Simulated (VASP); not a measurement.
Something may be wrong with this VASP 6.6.1 calculation of Mg6SiB.

Contents of INCAR:

```
SYSTEM = Mg6SiB
PREC = Accurate
ENCUT = 400
EDIFF = 1E-7
ISMEAR = 0
SIGMA = 0.1
LREAL = .False.
LASPH = .True.
NELM = 98
ALGO = Normal
ISIF = 2
LWAVE = .False.
LCHARG = .False.
METAGGA = SCAN
LMIXTAU = .True.
IVDW = 12
LORBIT = 10
NEDOS = 1001
```

The input KPOINTS:

```
regular mesh
0
Gamma
  1 1 1
  0 0 0
```

The input POSCAR:

```
Mg6SiB
1.0
    3.9219756294      0.0000000000      0.0000000000
    0.0000000000      3.8390734173      4.8712689946
    0.0000000000     -3.8390734173      4.8712689946
Si Mg B
1 6 1
Cartesian
    0.0000000000      0.0000000000      9.2212732366
    1.9609878147      0.0000000000      1.3674918598
    1.9609878147     -2.1553249198      3.7307685274
    1.9609878147      2.1553249198      3.7307685274
    0.0000000000      0.0000000000      3.6180376204
    0.0000000000     -1.4181652376      6.1271259828
    0.0000000000      1.4181652376      6.1271259828
    1.9609878147      0.0000000000      5.0475407344
```

Potentials or basis: VASP PAW PBE potentials, release 64 (Si, Mg, B_s).

The run is started by

```sh
$ cat potpaw_PBE.64/Si/POTCAR potpaw_PBE.64/Mg/POTCAR potpaw_PBE.64/B_s/POTCAR > POTCAR
$ mpirun -np 1 vasp_std > vasp.out
```

OUTCAR:

```text
SYSTEM = Mg6SiB
   PREC = Accurate
   ENCUT = 400
   EDIFF = 1E-7
   ISMEAR = 0
   LREAL = .False.
   LASPH = .True.
   NELM = 98
   ISIF = 2
   METAGGA = SCAN
   IVDW = 12
   LORBIT = 10
 IVDW          = 12

 ion  position               nearest neighbor table
   1  0.000  0.946  0.946-   3 2.66   4 2.66   3 2.66   4 2.66   2 2.72   2 2.72   7 3.00   6 3.00

   2  0.500  0.140  0.140-   1 2.72   1 2.72   5 2.99   5 2.99   4 3.02   3 3.02   6 3.12   7 3.12
                             6 3.12   7 3.12   4 3.20   3 3.20
   3  0.500  0.102  0.664-   8 2.53   1 2.66   1 2.66   5 2.92   5 2.92   2 3.02   7 3.17   7 3.17
                             6 3.18   6 3.18   2 3.20   4 3.37
[... 218 lines left out ...]

 POSITION                                       TOTAL-FORCE (eV/Angst)
 -----------------------------------------------------------------------------------
      0.00000      0.00000      9.22127         0.000000     -0.000000     -0.015002
      1.96099      0.00000      1.36749         0.000000     -0.000000      0.297902
      1.96099     -2.15532      3.73077         0.000000      0.168324     -0.240648
      1.96099      2.15532      3.73077         0.000000     -0.168324     -0.240648
      0.00000      0.00000      3.61804         0.000000     -0.000000     -0.183150
      0.00000     -1.41817      6.12713         0.000000     -0.209711      0.457377
      0.00000      1.41817      6.12713         0.000000      0.209711      0.457377
      1.96099      0.00000      5.04754         0.000000     -0.000000     -0.533209
 -----------------------------------------------------------------------------------
    total drift:                                0.000000      0.000002     -0.004642

  FREE ENERGIE OF THE ION-ELECTRON SYSTEM (eV)
  ---------------------------------------------------
  free  energy   TOTEN  =       -46.8637455944 eV

  energy  without entropy=      -46.8073266361  energy(sigma->0) =      -46.83553612

 total charge

# of ion       s       p       d       tot
------------------------------------------
    1        0.709   1.034   0.000   1.744
    2        0.201   0.150   0.017   0.368
    3        0.182   0.159   0.025   0.366
    4        0.182   0.159   0.025   0.366
    5        0.192   0.173   0.024   0.389
    6        0.208   0.121   0.017   0.346
    7        0.208   0.121   0.017   0.346
    8        0.705   1.172   0.000   1.877
--------------------------------------------------
tot          2.589   3.088   0.124   5.802
```

On the terminal:

```text
POSCAR found type information on POSCAR SiMgB
 POSCAR found :  3 types and       8 ions
 scaLAPACK will be used
 -----------------------------------------------------------------------------
|                                                                             |
|                                                                             |
|     You enforced a specific xc type in the INCAR file but a different       |
|     I HOPE YOU KNOW WHAT YOU ARE DOING!                                     |
|                                                                             |
 -----------------------------------------------------------------------------

 LDA part: xc-table for (None), standard interpolation
 POSCAR, INCAR and KPOINTS ok, starting setup
 FFT: planning ... GRIDC
 FFT: planning ... GRID_SOFT
 FFT: planning ... GRID
 WAVECAR not read
 entering main loop
```

Task: What happened, and what is wrong with the input?

Result: The calculation finished and met its thresholds. The input holds a flaw that was put in on purpose: one k point for a small cell (k = 1 × 1 × 1). The program doesn't stop on it, so the numbers can't be trusted though the run ends normally.
